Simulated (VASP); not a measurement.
Consider the following.

```
Al2O3
1.0
    1.50854     0.87096     5.77419
   -1.50854     0.87096     5.77419
    0.00000    -1.74192     5.77419
Al O
2 3
Direct
  0.80706   0.80706   0.80706
  0.30670   0.30670   0.30670
  0.97180   0.97180   0.97180
  0.41790   0.41790   0.41790
  0.19352   0.19352   0.19352
```

Method: PBEsol GGA, VASP's PBE PAW potentials (set 64) (plane waves; VASP 6.6.1). Run with 520 eV cut-off, Gaussian smearing of 0.050 eV, potentials Al O.

Question: Predict the band gap (along the path) with the smallest direct gap where there is one.

Answer: 
```json
{
 "band gap (along the path)": "4.07 eV",
 "smallest direct gap (along the path)": "4.07 eV"
}
```

Only differences to runs with the same potentials and settings are physical.

The structure comes from a computed database's Al2O3 entry (R3m); how it stands against other phases isn't given here. It was relaxed first.
